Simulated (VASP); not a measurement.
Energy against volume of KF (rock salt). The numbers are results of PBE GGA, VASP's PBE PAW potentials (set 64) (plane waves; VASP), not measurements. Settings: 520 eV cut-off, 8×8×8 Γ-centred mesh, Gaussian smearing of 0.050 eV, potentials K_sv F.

```tsv
V (Å³/atom)	E (eV/atom)
18.715	-4.14062
19.312	-4.14711
19.909	-4.14965
20.507	-4.14882
```

Task: Fit these four points and predict the energy of the run at 21.104 Å³/atom.

Result: A cubic in V^(−2/3), the third-order Birch-Murnaghan form, passes through the four points with V0 = 20.05 Å³/atom and B0 = 29 GPa, and gives -4.1451 eV/atom there. The run gave -4.1452 eV/atom, -0.1 meV/atom from the fit; all five points give B0 = 29 GPa.

The compound is KF in the rock salt structure. It was relaxed first.
